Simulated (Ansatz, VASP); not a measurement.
Two plane-wave programs on FeCl3

File INCAR:

```
SYSTEM = FeCl3
ALGO     = Normal         ! electronic algorithm
EDIFF    = 1E-6           ! SCF threshold, eV
ENCUT    = 520            ! plane-wave cutoff, eV
ISIF     = 2              ! what is computed and relaxed
ISMEAR   = 0              ! smearing method
LASPH    = .TRUE.         ! aspherical terms in the spheres
LCHARG   = .FALSE.        ! write CHGCAR
LDAU     = .TRUE.         ! DFT+U
LDAUJ    = 0 0          
LDAUL    = 2 -1           ! shell
LDAUPRINT= 1            
LDAUTYPE = 2            
LDAUU    = 7 0            ! U, eV
LMAXMIX  = 4              ! l up to which the mixer works
LREAL    = .FALSE.        ! projectors in reciprocal space
LWAVE    = .FALSE.        ! write WAVECAR
NBANDS   = 22             ! bands
NELM     = 150            ! most SCF steps
PREC     = Accurate       ! precision mode
SIGMA    = 0.05           ! smearing width, eV
```

KPOINTS

```
k-points
0
G
  4 4 4
  0 0 0
```

File POSCAR:

```
FeCl3
1.0
    4.9425175000      0.0000000000      0.0000000000
    0.0000000000      4.9425175000      0.0000000000
    0.0000000000      0.0000000000      4.9425175000
Fe Cl
1 3
Direct
    0.0000000000      0.0000000000      0.0000000000
    0.5000000000      0.0000000000      0.0000000000
    0.0000000000      0.0000000000      0.5000000000
    0.0000000000      0.5000000000      0.0000000000
```

Input for Ansatz:

```yaml
crystal:
  lattice:
    - [4.9425175, 0.0, 0.0]
    - [0.0, 4.9425175, 0.0]
    - [0.0, 0.0, 4.9425175]
  atoms:
    - { symbol: Fe, position: [0.0, 0.0, 0.0] }
    - { symbol: Cl, position: [0.5, 0.0, 0.0] }
    - { symbol: Cl, position: [0.0, 0.0, 0.5] }
    - { symbol: Cl, position: [0.0, 0.5, 0.0] }
basis:
  ecutwfc: 420
  ecutrho_ratio: 4
kpoints:
  mp_grid: { grid: [4, 4, 4] }
hamiltonian:
  xc: lda
  hubbard: { sites: [{ site: 0, l: d, u_eff: 7.0 }] }
scf:
  occupations: { method: gaussian, width: 0.05 }
  lower_state_search: "off"
  max_iter: 150
output:
  forces: true
  stress: true
  eigenvalues: true
  populations: true
  hubbard: { sites: [{ site: 0, l: d }] }
```

Alike in both runs: task single point; functional LDA; k mesh 4 × 4 × 4; occupations gaussian, width 0.05 eV; no spin polarisation; Hubbard terms Fe d U = 7.0 eV.

```csv
,VASP,Ansatz
version,VASP 6.6.1,Ansatz 0.2.0
potentials or method,"VASP PAW LDA potentials, release 64 (Fe, Cl)","scalar-relativistic, plane waves, PAW"
plane-wave cutoff (eV),520,420
valence electrons in the cell,29,37
```

Ansatz gave:

- gap on the k mesh at the Fermi level (eV): none
- pressure (GPa): -6.7

Task: What did VASP give for the same quantities?

Result: gap on the k mesh at the Fermi level (eV): none; pressure (GPa): -6.5.

The programs project onto different local orbitals, so the same U acts differently. A gap of «none» marks a metal or a gap that the smearing closes. The two sets of potentials don't hold the same shells in valence. Ansatz warned: «filled_band_counts_differ_across_k_points».

Caveats: an odd number of electrons without spin polarisation forces a metal; a magnetic or distorted state may lie lower; the run has no spin polarisation, though such a crystal can be magnetic; U without spin polarisation on a metal has little footing. Spin polarisation is off, so any magnetic state and its effect on volume and gap are missing.
